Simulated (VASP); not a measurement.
Calculation: PBE GGA, VASP's PBE PAW potentials (set 64) (plane waves; VASP).

The input files of a VASP run:

KPOINTS:
```
Automatic mesh
0
Gamma
7 7 1
0 0 0
```

POSCAR:
```
PtSe2
1
    3.6676690000     0.0000000000     0.0000000000
   -1.8338350000     3.1762950000     0.0000000000
    0.0000000000     0.0000000000    10.9820460000
Pt Se
1 2
Direct
  0.0000000000   0.0000000000   0.5000000000
  0.3333330000   0.6666670000   0.6357690000
  0.6666670000   0.3333330000   0.3642310000
```

INCAR:
```
EDIFF  =  1E-6   # SCF stop (eV)
LREAL  =  .FALSE.   # projection in real space or not
LDIPOL  =  .TRUE.
DIPOL  =  0.5 0.5 0.5
LWAVE  =  .FALSE.
ALGO  =  Normal   # blocked Davidson
ISIF  =  2   # forces and stress, cell fixed
LCHARG  =  .FALSE.
LASPH  =  .TRUE.
SIGMA  =  0.05   # width (eV)
IDIPOL  =  3
LMAXMIX  =  6
ISMEAR  =  1   # Methfessel-Paxton
ENCUT  =  300
SYSTEM  =  PtSe2
PREC  =  Accurate
GGA  =  PE
NELM  =  100   # most electronic steps
```

POTCAR, in this order: Pt Se (PBE.64 set). Program: vasp_std.

At this cut-off the stress carries a Pulay error, which pulls relaxed volumes low. The cell holds a wide vacuum, so values per volume refer to the whole cell.

Predict the energy per atom (σ→0), largest force.

The energy per atom (σ→0) comes out as -4.689 eV/atom. The largest force comes out as 1.403 eV/Å.

**OSZICAR**
```
...
DAV:  10    -0.140681143534E+02    0.17396E-03   -0.31962E-03   310   0.434E-01    0.696E-02
DAV:  11    -0.140681189310E+02   -0.45776E-05   -0.11085E-04   275   0.114E-01    0.302E-02
DAV:  12    -0.140680955747E+02    0.23356E-04   -0.17005E-04   261   0.721E-02    0.167E-02
DAV:  13    -0.140681104414E+02   -0.14867E-04   -0.15553E-05   254   0.278E-02    0.131E-02
DAV:  14    -0.140681216523E+02   -0.11211E-04   -0.14593E-05   240   0.217E-02    0.550E-03
DAV:  15    -0.140681255491E+02   -0.38967E-05   -0.34555E-06   243   0.964E-03    0.162E-03
DAV:  16    -0.140681259686E+02   -0.41950E-06   -0.35482E-07   232   0.438E-03
   1 F= -.14068126E+02 E0= -.14068318E+02  d E =0.574608E-03
```

The cell is a sheet with vacuum, built from a generated structure.
